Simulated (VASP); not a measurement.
KBr (rock salt):

```xyz
2
Lattice="0.0000 3.3000 3.3000 3.3000 0.0000 3.3000 3.3000 3.3000 0.0000" Properties=species:S:1:pos:R:3 pbc="T T T"
K      0.0000     0.0000     0.0000
Br     3.3000     3.3000     3.3000
```

The lowest empty band near Γ, direction [100], from PBE with spin-orbit coupling in VASP (PAW); its two spin partners are averaged. The gap over the points computed is 4.27 eV, and the next band on that side lies 3.17 eV away at the edge.

Numerical set-up: 400 eV cut-off, 8×8×8 Γ-centred mesh, Gaussian smearing of 0.050 eV, potentials K_sv Br.

| distance from the edge in k (1/Å) | distance in energy (meV) |
|---|---|
| 0.018 | 3.2 |
| 0.025 | 6.2 |
| 0.035 | 12.2 |
| 0.050 | 24.9 |
| 0.070 | 48.5 |

### Question
Fit E(1 + αE) = ħ²k²/2m* (ħ²/2m0 = 3.810 eV Å²) and predict the row at 0.095 1/Å.

### Answer
The rows don't resolve α, so a parabola serves: the electron mass is m* = 0.384 m0, and so 89.5 meV. The run gave 88.4 meV, -1.1 meV from the fit.

Left out are points under 3 meV from the edge, since the levels carry 0.1 meV, and points farther than half the way to the next band.

The compound is KBr in the rock salt structure. The cell was not relaxed at this level.
